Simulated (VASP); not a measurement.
# CsPbCl3: what each functional gives for the gap, part 3 of 3

Aim: the gap of CsPbCl3 on one structure at many levels of theory. The starting structure is a measured crystal structure from the Crystallography Open Database. Cell and atoms stay as given. Meshes and data sets differ where the inputs say so.

VASP 6.6.1.

Results so far: LDA 1.706 eV; PBE 1.935 eV; r2SCAN 2.304 eV; LDA + spin-orbit coupling 0.643 eV; r2SCAN + spin-orbit coupling 1.208 eV.

**8. Bands with TB-mBJ + spin-orbit coupling (continued)**

Level of this step: TB-mBJ, spin-orbit coupling; plane waves and PAW (Pb_d, Cs_sv, Cl) (VASP).

From OUTCAR (step 8):

```text
  Total      -24.6182793    -24.6182793    -24.6182793      0.0000000      0.0000000     -0.0000000
  in kB     -223.9965999   -223.9965999   -223.9965999      0.0000000      0.0000000     -0.0000000
  external PRESSURE =    -223.9965999 kB  Pullay stress =       0.0000000 kB

 POSITION                                       TOTAL-FORCE (eV/Angst)
 -----------------------------------------------------------------------------------
      2.80250      2.80250      2.80250         0.000000      0.000000      0.000000
      0.00000      0.00000      0.00000         0.000000      0.000000      0.000000
      2.80250      2.80250      0.00000         0.000000      0.000000      0.000000
      2.80250      0.00000      2.80250         0.000000      0.000000      0.000000
      0.00000      2.80250      2.80250         0.000000      0.000000      0.000000
 -----------------------------------------------------------------------------------
    total drift:                               -0.000000     -0.000000     -0.000000

  FREE ENERGIE OF THE ION-ELECTRON SYSTEM (eV)
  ---------------------------------------------------
  free  energy   TOTEN  =      1751.8954875985 eV

  energy  without entropy=     1751.8954875985  energy(sigma->0) =     1751.89548760

 magnetization (x)
# of ion       s       p       d       tot
------------------------------------------
    1        0.000   0.000   0.000   0.000
    2       -0.000  -0.000  -0.000  -0.000
    3        0.000   0.000   0.000   0.000
    4        0.000   0.000   0.000   0.000
    5        0.000  -0.000   0.000  -0.000
--------------------------------------------------
tot          0.000  -0.000  -0.000   0.000

 magnetization (y)
# of ion       s       p       d       tot
------------------------------------------
    1        0.000  -0.000  -0.000  -0.000
    2        0.000   0.000   0.000   0.000
    3       -0.000  -0.000   0.000  -0.000
    4       -0.000  -0.000   0.000  -0.000
    5       -0.000  -0.000   0.000  -0.000
--------------------------------------------------
tot         -0.000  -0.000  -0.000  -0.000

 magnetization (z)
# of ion       s       p       d       tot
------------------------------------------
    1        0.000   0.000   0.000   0.000
    2       -0.000   0.000   0.000   0.000
    3        0.000   0.000   0.000   0.000
    4       -0.000  -0.000   0.000  -0.000
    5       -0.000   0.000   0.000   0.000
--------------------------------------------------
tot         -0.000   0.000   0.000  -0.000

[... 2 parts as in an earlier step ...]

[... 1 further part left out ...]
[key lines of the parts left out:]
E-fermi :  15.3523
```

The log as kept lacks single lines of electronic cycles.

The electronic loop didn't reach EDIFF within its 150 cycles (NELM).

**9. Bands with HSE06**

HSE06 mixes in a quarter of exact exchange at short range, at far higher cost; in semiconductors this cures much of the gap error, while metals seldom gain. This run uses a 3×3×3 mesh. Its starting orbitals come from a semilocal run on the same mesh, not shown.

The input, INCAR:

```
SYSTEM = CsPbCl3
PREC = Accurate
ENCUT = 357
EDIFF = 1E-06
NELM = 100
ISMEAR = 0
SIGMA = 0.03
LREAL = .FALSE.
ALGO = Normal
LHFCALC = .TRUE.
AEXX = 0.25
GGA = PE
HFSCREEN = 0.2
LASPH = .TRUE.
NBANDS = 28
PRECFOCK = Fast
LORBIT = 11
LWAVE = .FALSE.
LCHARG = .FALSE.
KPAR = 2
```

The input, POSCAR:

```
CsPbCl3
1.0
    5.6050000000      0.0000000000      0.0000000000
    0.0000000000      5.6050000000      0.0000000000
    0.0000000000      0.0000000000      5.6050000000
Pb Cs Cl
1 1 3
Direct
    0.5000000000      0.5000000000      0.5000000000
    0.0000000000      0.0000000000      0.0000000000
    0.5000000000      0.5000000000      0.0000000000
    0.5000000000      0.0000000000      0.5000000000
    0.0000000000      0.5000000000      0.5000000000
```

The input, KPOINTS:

```
Automatic mesh
0
Gamma
3 3 3
0 0 0
```

The input, KPOINTS_OPT:

```
Line mode
8
Line-mode
Reciprocal
  0.00000000   0.00000000   0.00000000 GAMMA
  0.00000000   0.50000000   0.00000000 X

  0.00000000   0.50000000   0.00000000 X
  0.50000000   0.50000000   0.00000000 M

  0.50000000   0.50000000   0.00000000 M
  0.00000000   0.00000000   0.00000000 GAMMA

  0.00000000   0.00000000   0.00000000 GAMMA
  0.50000000   0.50000000   0.50000000 R

  0.50000000   0.50000000   0.50000000 R
  0.00000000   0.50000000   0.00000000 X

  0.50000000   0.50000000   0.00000000 M
  0.50000000   0.50000000   0.50000000 R
```

Potentials, in the order of the species: Pb_d, Cs_sv and Cl (PBE family, release 64).

The run is started by

```sh
mpirun -np 8 vasp_std
```

The log of the run:

```text
[banner, memory and clock lines left out]
running    8 mpi-ranks, on    1 nodes
[...]
[... a notice as in an earlier step ...]

 LDA part: xc-table for (Slater+PW92), standard interpolation
 found WAVECAR, reading the header
 POSCAR, INCAR and KPOINTS ok, starting setup
[...]
reading WAVECAR
 the WAVECAR file was read successfully
 initial charge from wavefunction
 entering main loop
       N       E                     dE             d eps       ncg     rms          rms(c)
DAV:   1    -0.210103370036E+02   -0.21010E+02   -0.24658E+00   232   0.136E+01    0.300E+00
DAV:   2    -0.210127996451E+02   -0.24626E-02   -0.12703E-01   244   0.204E+00    0.184E+00
DAV:   3    -0.209972965866E+02    0.15503E-01   -0.24687E-02   300   0.113E+00    0.117E+00
DAV:   4    -0.209953014695E+02    0.19951E-02   -0.74549E-03   256   0.540E-01    0.755E-01
[...]
DAV:  10    -0.209948236902E+02   -0.19436E-05   -0.23324E-06   212   0.109E-02    0.241E-02
[...]
|     Please submit a bug report.                                             |
|                                                                             |

|                     _     ____    _    _    _____     _                     |
|                    | |   |  _ \  | |  | |  / ____|   | |                    |
|                    | |   | |_) | | |  | | | |  __    | |                    |
|                    |_|   |  _ <  | |  | | | | |_ |   |_|                    |
|                     _    | |_) | | |__| | | |__| |    _                     |
|                    (_)   |____/   \____/   \_____|   (_)                    |
|                                                                             |
|                                                                             |
|     internal error in CHECK_GEN_LAYOUT: G-vectors changed at ik:7 old:      |
|     2718 new: 2713                                                          |
|                                                                             |
|     If you are not a developer, you should not encounter this problem.      |
|     Please submit a bug report.                                             |
|                                                                             |

1
1
1
1
1
1
1
1
```

Wall time 41 s (8 MPI ranks of Intel Xeon Platinum 8488C (Sapphire Rapids), shared host).

VASP stopped with this message: “internal error in CHECK_GEN_LAYOUT: G-vectors changed at ik:7 old: 2718 new: 2713”.

**10. The runs compared**

| level | ended | gap (eV) | least direct gap (eV) | mesh | core minutes |
| --- | --- | --- | --- | --- | --- |
| LDA | converged | 1.706 | 1.706 | 4×4×4 | 2.93 |
| PBE | converged | 1.935 | 1.935 | 4×4×4 | 3.2 |
| r2SCAN | converged | 2.304 | 2.304 | 4×4×4 | 7.07 |
| TB-mBJ | not converged | - | - | 4×4×4 | 23.3 |
| LDA + spin-orbit coupling | converged | 0.643 | 0.643 | 4×4×4 | 9.47 |
| r2SCAN + spin-orbit coupling | converged | 1.208 | 1.208 | 4×4×4 | 33.6 |
| TB-mBJ + spin-orbit coupling | not converged | - | - | 4×4×4 | 98.1 |
| HSE06 | stopped by VASP | - | - | 3×3×3 | 5.47 |

Core minutes are wall time times ranks of the run shown, on a shared host.

**11. Outcome**

| Quantity | Value |
| --- | --- |
| gap, LDA | 1.706 eV |
| gap, PBE | 1.935 eV |
| gap, r2SCAN | 2.304 eV |
| gap, LDA + spin-orbit coupling | 0.643 eV |
| gap, r2SCAN + spin-orbit coupling | 1.208 eV |

What this shows: Without spin-orbit coupling the gap of CsPbCl3 runs from 1.706 eV (LDA) to 2.304 eV (r2SCAN). Spin-orbit coupling changes the LDA gap by -1.062 eV. Spin-orbit coupling changes the r2SCAN gap by -1.096 eV. These are gaps between Kohn-Sham or generalised Kohn-Sham levels of a static lattice, without excitons or temperature. No result to use came from TB-mBJ, TB-mBJ + spin-orbit coupling and HSE06. Further runs on this material are not shown.

[Lines on the potential files, build, host, timing and source positions are cut from VASP's logs without a mark.]

[Logs are printed without paths, hosts, clocks, repeated set-up lines and the standing remarks that a program may print on its own settings, such as how far it seeks lower states.]

[Hosts, paths, dates, database ids (printed as entryN), source tags and the programs' standing remarks are cut or masked in the printed files.]
